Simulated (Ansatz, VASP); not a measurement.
## Ge (Germanium) in two plane-wave programs

Wanted: the spread between two codes on one cell, functional and k mesh. The cell is taken from a series of runs on this material, whose earlier steps may have relaxed, scaled, displaced or heated it; both programs get it as it stands.

Program: Ansatz 0.2.0. Level of theory: plane waves, with VASP 6.6.1 beside it; zone-centre phonons at PBEsol. Results are calculated unless marked as measured.

## 1. The starting structure

The structure is trigonal, space group R-3m (No. 166). Conventional cell: a = 3.933 Å, b = 3.933 Å, c = 9.905 Å, α = 90.00°, β = 90.00°, γ = 120.00°. Nearest to Ge lie 4 Ge at 2.42 to 2.45 Å.

Coordinates:

```cif
data_structure
_symmetry_space_group_name_H-M 'P 1'
_symmetry_Int_Tables_number 1
_cell_length_a 4.0071
_cell_length_b 4.0071
_cell_length_c 4.0071
_cell_angle_alpha 58.780
_cell_angle_beta 58.780
_cell_angle_gamma 58.780
_cell_volume 44.23
loop_
_atom_site_label
_atom_site_type_symbol
_atom_site_fract_x
_atom_site_fract_y
_atom_site_fract_z
_atom_site_occupancy
Ge1 Ge 0.50122 0.50122 0.50122 1
Ge2 Ge 0.74878 0.74878 0.74878 1
```

## 2. Ansatz: zone-centre phonons, PBEsol

Ansatz runs on its PAW soft_1 files.

Second derivatives magnify differences that forces hide, and they need a tight electronic threshold.

File input.yaml:

```yaml
crystal:
  lattice:
    - [0.052163982, 2.8331807738, 2.8331807738]
    - [2.8331807738, 0.052163982, 2.8331807738]
    - [2.8331807738, 2.8331807738, 0.052163982]
  atoms:
    - { symbol: Ge, position: [0.5012245462, 0.5012245462, 0.5012245462] }
    - { symbol: Ge, position: [0.7487754538, 0.7487754538, 0.7487754538] }
kpoints:
  mp_grid: { grid: [12, 12, 12], shift: [0.5, 0.5, 0.5] }
hamiltonian:
  xc: pbesol
  pseudopotentials: { kind: paw, azcp: { folder: soft_1 }, xc_functional: pbe }
scf:
  occupations: { method: gaussian, width: 0.015 }
output:
  eigenvalues: true
phonons:
  method: dfpt
```

Started as:

```bash
$ ansatz run input.yaml --threads 4 --pin off --max-ram 10240MiB --backend cpu --events-out ev --progress --plain --runs-dir out
```

Numbers of over 12 decimals in the logs are rounded to 6 here.

What it wrote:

```text
Engine: ansatz 0.2.0, aarch64-unknown-linux-gnu
Pseudopotentials: kind: paw
Pseudopotential: Ge, paw, valence charge 14, recommended cutoff 420 eV (normal), soft_1/Ge.paw.azcp
Functional definition: PBEsol
  exchange = pbesol_x
  correlation = pbesol_c
Crystal: 2 atoms, lattice volume = 44.227 Å³
Basis set: ecut = 420 eV, 875 PW (Γ), exchange–correlation on 64×64×64 points (8 copies of the dense FFT grid, shifted against one another)
Bands: 18, of which v1, the nominal top of the filled ones, is band 14 counted from 1 (13 counted from 0)
Symmetry: 12 space group operations
k-points: 468 of 1728 (irreducible under 2 space group operations, time reversal used)
Non-local potential: Ge, projectors of the file, l = 0: 2, l = 1: 2, l = 2: 3, l = 3: 1
PAW form: soft (Blöchl's): semilocal exchange-correlation on the pseudo side does not see the compensation charge
PAW frozen core: Ge, regenerated for the run's functional, and the local potential with it (the file was generated under x = pbe(κ = 0.804, μ = 0.219515), c = pbe(β = 0.066725))
PAW one-centre angular grid: Ge, 590 points (default); XC on 64 Gauss nodes
Initial density: superposition of atomic densities (chi_scale 0.1, normalization cell)
Initial wavefunctions: pseudopotential atomic-orbital guess
Functional: x = pbesol(κ = 0.804, μ = 0.123457), c = pbesol(β = 0.046)
SCF iter   1: F=—  HF=-8507.062610 eV  |F-HF|=—  |Δ(HF+E_count)|=         —  Δρ=3.63e-2  dr2=4.66e-1  ethr=3.10e-3  ⟨swp⟩=6.0  Hψ=39053  notcnv=0
preconditioner: auto → none  [insulator: Δε(μ)=0.405 eV  Ē_g=23.389 eV  σ=0.015 eV  W_gap=1.00  n_scr=14 (ndim 8)  ℏωp=29.5 eV  f_vac=0.000  D(μ)=0.00/eV (n_scr^D=0)  ε∞_Penn≈2.6]
SCF iter   2: F=—  HF=-8506.994211 eV  |F-HF|=—  |Δ(HF+E_count)|=   6.84e-2  Δρ=1.73e-2  dr2=8.67e-2  ethr=1.67e-3  ⟨swp⟩=2.0  Hψ=13895  notcnv=0
SCF iter   3: F=—  HF=-8506.987610 eV  |F-HF|=—  |Δ(HF+E_count)|=   6.60e-3  Δρ=1.84e-3  dr2=4.12e-4  ethr=3.10e-4  ⟨swp⟩=2.7  Hψ=12102  notcnv=0
SCF iter   4: F=—  HF=-8506.987760 eV  |F-HF|=—  |Δ(HF+E_count)|=   1.49e-4  Δρ=2.99e-4  dr2=3.71e-5  ethr=1.47e-6  ⟨swp⟩=2.0  Hψ=16613  notcnv=0
SCF iter   5: F=—  HF=-8506.987682 eV  |F-HF|=—  |Δ(HF+E_count)|=   7.73e-5  Δρ=9.87e-5  dr2=2.82e-6  ethr=1.33e-7  ⟨swp⟩=2.0  Hψ=14976  notcnv=0
SCF iter   6: F=—  HF=-8506.987683 eV  |F-HF|=—  |Δ(HF+E_count)|=   3.58e-7  Δρ=1.78e-5  dr2=1.14e-7  ethr=1.01e-8  ⟨swp⟩=2.0  Hψ=14976  notcnv=0
SCF iter   7: F=—  HF=-8506.987683 eV  |F-HF|=—  |Δ(HF+E_count)|=   4.74e-9  Δρ=4.56e-6  dr2=5.18e-9  ethr=4.07e-10  ⟨swp⟩=3.0  Hψ=15014  notcnv=0
SCF iter   8: F=—  HF=-8506.987683 eV  |F-HF|=—  |Δ(HF+E_count)|=  4.67e-10  Δρ=3.01e-7  dr2=3.94e-11  ethr=1.85e-11  ⟨swp⟩=2.0  Hψ=14976  notcnv=0
SCF iter   9: F=-8506.987683 eV  HF=-8506.987683 eV  |F-HF|=5.46e-12  |Δ(HF+E_count)|=  7.46e-11  Δρ=2.16e-8  dr2=1.17e-13  ethr=1.00e-12  ⟨swp⟩=5.7  Hψ=32213  notcnv=0
SCF 1 converged in 9 iterations: F = -8506.987683 eV  dr2 = 1.17e-13
  greatest PAW one-centre occupation: 0.998 electrons in one spin orbital (limit 2), on the Ge atom at site 1 (counted from 0), in its partial waves of l = 2
DFPT response loops at Γ: preconditioner auto → none (the input reference at scf.mixing.eps_inf says where Resta's filter doesn't serve); β = 0.50; Broyden in place of MSR1
SCF converged after 9 iterations
Free energy (F): -8506.987683 eV
Harris-Foulkes:  -8506.987683 eV  (|F-HF|=5.46e-12)
Internal energy: -8506.987683 eV  (E = F + TS)
E sigma→0 (E₀):  -8506.987683 eV
Fermi energy:    8.918420 eV
--- Per-component energies (eV) ---
  E_band       = -296.079789
  E_kinetic    = 186.544283
  E_local      = -4469.954061  (includes V_loc(G=0)·N_el)
  E_nonlocal   = 439.141644
  E_hartree    = 2131.413117
  E_xc         = -142.591782
  E_vxc        = -130.859321  (∫ρ·V_xc dr)
  E_paw        = -3945.030360  (= ΣΔE_a)
  E_vpaw       = -583.778618  (= ΣTr[D̂ρ^β])
  E_aug_tail   = 0.000033  (compensation charges beyond the density's cutoff)
  E_ewald      = -2708.346432
  E_core_change = 1.835876  (= ΣΔE_core)
  E_smearing   = -0.000000  (= −TS)
  E_closure    = 0.000000  (closes the sum)
  Σ components = -8506.987683   (vs F -8506.987683, Δ=0.00e0)
--- Band table (eV; the first three rows and the last of 468) ---
  k-point 0: bands = [... 10 lower, -4.2295, 7.8704, 8.7693, 8.7693, 9.4494, 11.1870, 11.4140, 11.4140]
  k-point 1: bands = [... 10 lower, -4.1137, 6.8313, 8.0821, 8.6779, 10.0267, 11.5420, 11.5426, 12.0286]
  k-point 2: bands = [... 10 lower, -3.8254, 5.2942, 7.5573, 8.3250, 9.8939, 11.9692, 12.1459, 13.2369]
  k-point 467: bands = [... 10 lower, -2.0373, 1.0157, 6.9277, 7.2516, 9.0678, 12.2885, 12.5372, 15.7346]
--- Phonons (Γ-DFPT): 1 representative perturbation + reference, on 468 of 1728 k-points (Σ response iterations 3) ---
  k mesh reduced under 2 symmetry operations, with k and −k counted as one. Each operation leaves every solved perturbation unchanged. A smaller set is not used because it would not reduce the number of displacements times k-points to solve
  ASR residual: 5.937e-7 → 0.000e0 eV/Å²; symmetrization residual: 1.981e-12 eV/Å²
  ASR residual per site (eV/Å²): 5.94e-7 5.94e-7
  Γ frequencies (cm⁻¹): 0.00 0.00 0.00 294.24 300.87 300.87
  non-analytic LO–TO correction: not included (Born effective charges unavailable; polar crystals: no LO–TO splitting at Γ)
```

(Part 1 of 3 ends here.)

[Lines on the potential files, build, host, timing and source positions are cut from VASP's logs without a mark.]

[Logs are printed without paths, hosts, clocks, repeated set-up lines and the standing remarks that a program may print on its own settings, such as how far it seeks lower states.]

[Hosts, paths, dates, database ids (printed as entryN), source tags and the programs' standing remarks are cut or masked in the printed files.]
